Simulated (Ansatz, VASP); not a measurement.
Equation of state of BeCr3 under PBE

It takes space group Pm-3m (No. 221, cubic). The conventional cell has a = 3.511 Å, b = 3.511 Å, c = 3.511 Å, α = 90.00°, β = 90.00°, γ = 90.00°. Cr (site symmetry 4/mmm) is surrounded by 8 Cr at 2.48 Å and 4 Be at 2.48 Å. Be (site symmetry m-3m) is surrounded by 12 Cr at 2.48 Å.

The cell comes from a database or a generator and needn't be the stable form of this composition.

The cell was scaled at fixed shape and fractions and run with Ansatz, Ansatz PAW, cutoff 420 eV; PBE, k mesh 8 × 8 × 8 on the cell of 4 atoms, fermi-dirac occupations of 0.05 eV, collinear spin, ferromagnetic start, no spin-orbit coupling. Energies are those that the program minimises, any entropy of the smearing included. For a metal such a mesh isn't converged to the digits shown. The magnetic state is the one that the start led to, which needn't be the lowest.

| V (Å³/atom) | energy over the lowest row (meV/atom) |
| --- | --- |
| 10.1728 | 26.58 |
| 10.3892 | ? |
| 10.6057 | 2.24 |
| 10.8221 | 0.00 |
| 11.0386 | 3.55 |
| 11.2550 | 12.32 |
| 11.4714 | 25.83 |

**Question.** Fit the third-order Birch-Murnaghan form, give V0, B0 and B′, and predict the energy left open.

**Answer.** With y = (V0/V)^(2/3), E = E0 + (9 V0 B0/16) [(y - 1)³ B′ + (y - 1)² (6 - 4y)]. Least squares through the rows shown give V0 = 10.7942 Å³/atom, E0 = -0.05 meV, B0 = 216.1 GPa (1 eV/Å³ = 160.218 GPa) and B′ = 4.01, with a largest miss of 0.01 meV. At V = 10.3892 the form with these constants gives 10.87 meV; the run gave 10.87 meV an atom. Other set-ups at this level, from all their volumes (Å³/atom, GPa): VASP, PBE PAW files Be, Cr_pv, 520 eV: V0 10.780, B0 216.6.
